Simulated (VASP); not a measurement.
A VASP calculation is set up with these files.

### POSCAR
```
Be
1
    1.1450000000    -1.9831980000     0.0000000000
    1.1450000000     1.9831980000     0.0000000000
    0.0000000000     0.0000000000     3.5800000000
Be
2
Direct
  0.3333330000   0.6666670000   0.2500000000
  0.6666670000   0.3333330000   0.7500000000
```

**INCAR**
```
SYSTEM  =  Be
PREC  =  Accurate; ENCUT  =  400; LREAL  =  .FALSE.
LASPH  =  .TRUE.
EDIFF  =  1E-6; NELM  =  100; ALGO  =  Normal
ISMEAR  =  1; SIGMA  =  0.1
GGA  =  PS
ISIF  =  2
LWAVE  =  .FALSE.; LCHARG  =  .FALSE.
```

File KPOINTS:
```
Automatic mesh
0
Gamma
16 16 9
0 0 0
```

POTCAR, in this order: Be (PBE.64 set). Program: vasp_std.

**Question.** Write an equivalent input for Ansatz.

**Answer.** One equivalent input (not run):
Ansatz 0.2 input:
```yaml
crystal:
  lattice:
    - [1.1450000, -1.9831980, 0.0000000]
    - [1.1450000, 1.9831980, 0.0000000]
    - [0.0000000, 0.0000000, 3.5800000]
  atoms:
    - { symbol: Be, position: [0.3333330, 0.6666670, 0.2500000] }
    - { symbol: Be, position: [0.6666670, 0.3333330, 0.7500000] }
kpoints:
  mp_grid: { grid: [16, 16, 9] }
hamiltonian:
  xc: pbesol
  pseudopotentials: { kind: paw }
scf:
  occupations: { method: methfessel_paxton, width: 0.1 }
  max_iter: 100
output: { forces: true, stress: true, eigenvalues: true }
```
What does not carry over: each code has its own PAW files, so the cut-off isn't converted (ENCUT is set for VASP's; basis.ecutwfc is left out, and Ansatz then takes the one that its files recommend); Ansatz stops its SCF on the density residual and VASP on the energy change (EDIFF).

The compound is Be in the hcp structure. The cell was not relaxed at this level. The run is one of a series of settings (GGA = PS against the base run), some of them coarse on purpose.
